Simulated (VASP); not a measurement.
Data:

```yaml
crystal:
  lattice:
    - [2.74863, 0.00000, 0.00000]
    - [0.00000, 2.74863, 0.00000]
    - [0.00000, 0.00000, 3.94525]
  atoms:
    - { symbol: Ti, position: [0.00000, 0.00000, 0.00000] }
    - { symbol: Al, position: [0.50000, 0.50000, 0.50000] }
```

These are revTPSS meta-GGA, VASP's PBE PAW potentials (set 64) (plane waves; VASP) values and carry that method's errors. Numerical set-up: 520 eV cut-off, 13×13×9 Γ-centred mesh, first-order Methfessel-Paxton smearing of 0.10 eV, potentials Ti_sv Al.

Q: Give the stress tensor in GPa (positive for a compressed cell).

A: 
```
8.76  0.00  0.00
0.00  8.76  0.00
0.00  0.00  8.65
```
The pressure is its mean diagonal, 8.72 GPa.

The compound is TiAl in the L1_0 structure. This cell is one point of a volume scan, at 0.94 of the reference volume. The electron count is odd and the run is not spin-polarised, which forces a metal.
